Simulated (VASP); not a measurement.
Set up this calculation in VASP 6.6.1, as the native input.

- Task: single point
- Functional: PBE
- Potentials or basis: VASP PAW PBE potentials, release 64 (Zn, C)
- Cutoff: 520 eV
- k mesh: 24 × 24 × 1
- Occupations: gaussian, width 0.1 eV
- Spin: no spin polarisation
- Dipole correction: yes
- Further INCAR settings: ALGO = Fast; EDIFF = 1e-06; NBANDS = 21

The structure of Zn2C lies in POSCAR:

```
Zn2C
1.0
    2.5588598827      0.0000000000      0.0000000000
   -1.2794299414      2.2160376631      0.0000000000
    0.0000000000      0.0000000000     32.3493503204
Zn C
2 1
Direct
    1.0000000000      1.0000000000      0.3273663083
    0.0000000000      0.0000000000      0.1981465639
    0.0000000000      0.0000000000      0.2627564361
```

The cell was built by a generator and needn't be a form met in nature.

These files were run (other wordings do the same):

INCAR

```
SYSTEM = Zn2C
  PREC = Accurate
  ENCUT = 520
  EDIFF = 1E-6
  ISMEAR = 0
  SIGMA = 0.1
  LREAL = .False.
  LASPH = .True.
  NELM = 100
  ALGO = Fast
  ISIF = 2
  LWAVE = .False.
  LCHARG = .True.
  LDIPOL = .True.
  IDIPOL = 3
  DIPOL = 0.5 0.5 0.263
  GGA = PE
  LELF = .True.
  LVHAR = .True.
  LVACPOTAV = .True.
  NBANDS = 21
```

KPOINTS

```
regular mesh
0
Gamma
  24 24 1
  0 0 0
```

Potentials or basis: VASP PAW PBE potentials, release 64 (Zn, C).

Launch:

```sh
$ cat potpaw_PBE.64/Zn/POTCAR potpaw_PBE.64/C/POTCAR > POTCAR
$ mpirun -np 1 vasp_std > vasp.out
```

It gave:

```json
{
 "Largest force": "0.030 eV/Å",
 "Band gap on the k mesh": "none (metal or under the smearing width)",
 "Work function of the upper face": "4.49 eV",
 "Work function of the lower face": "4.49 eV"
}
```

Wall time 5.2 min on 1 thread of Intel(R) Xeon(R) Platinum 8259CL CPU @ 2.50GHz (Skylake/Cascade Lake), on a shared host, peak memory 0.43 GiB.
